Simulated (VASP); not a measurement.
Input for VASP

File KPOINTS:
```
Automatic mesh
0
Gamma
12 12 12
0 0 0
```

INCAR:
```
! general
SYSTEM   =  InAs
PREC     =  Accurate
ENCUT    =  400
LREAL    =  .FALSE.
LASPH    =  .TRUE.   ! aspherical one-centre terms

! electronic loop
EDIFF    =  1E-7   ! SCF stop (eV)
NELM     =  100   ! most electronic steps
ALGO     =  Normal   ! blocked Davidson
LMAXMIX  =  4   ! l cut-off of mixed one-centre charges

! smearing
ISMEAR   =  -5   ! tetrahedra, Bloechl

! ions
ISIF     =  2   ! forces and stress, cell fixed

! output
LWAVE    =  .FALSE.
LCHARG   =  .TRUE.
LORBIT   =  11
NEDOS    =  601   ! DOS grid
```

File POSCAR:
```
InAs
1
    0.0000000000     3.0157604663     3.0157604663
    3.0157604663     0.0000000000     3.0157604663
    3.0157604663     3.0157604663     0.0000000000
In As
1 1
Direct
  0.7500000000   0.7500000000   0.7500000000
  0.0000000000   0.0000000000   0.0000000000
```

POTCAR, in this order: In_d As (LDA.64 set). Program: vasp_std.

### Question
Translate this LDA calculation to Quantum ESPRESSO's pw.x.

### Answer
One equivalent input (not run):
```
&CONTROL
  calculation = 'scf'
  pseudo_dir = './pseudo'
  outdir = './out'
  tprnfor = .true.
  tstress = .true.
/
&SYSTEM
  ibrav = 0
  nat = 2
  ntyp = 2
  ecutwfc = 80
  occupations = 'tetrahedra'
  input_dft = 'pz'
/
&ELECTRONS
  conv_thr = 7.3e-09
  electron_maxstep = 100
/
ATOMIC_SPECIES
  In 114.818 In.upf
  As 74.922 As.upf
CELL_PARAMETERS angstrom
     0.0000000    3.0157605    3.0157605
     3.0157605    0.0000000    3.0157605
     3.0157605    3.0157605    0.0000000
ATOMIC_POSITIONS crystal
  In   0.7500000  0.7500000  0.7500000
  As   0.0000000  0.0000000  0.0000000
K_POINTS automatic
  12 12 12 0 0 0
```
Limits of the translation: the potentials are each code's own (VASP's PAW set, PseudoDojo norm-conserving files in pw.x), so ENCUT and ecutwfc are chosen apart and not converted; conv_thr bounds pw.x's estimated SCF error, while EDIFF bounds the energy change between steps.

The structure comes from a computed database's InAs entry (F-43m); how it stands against other phases isn't given here. It was relaxed first.
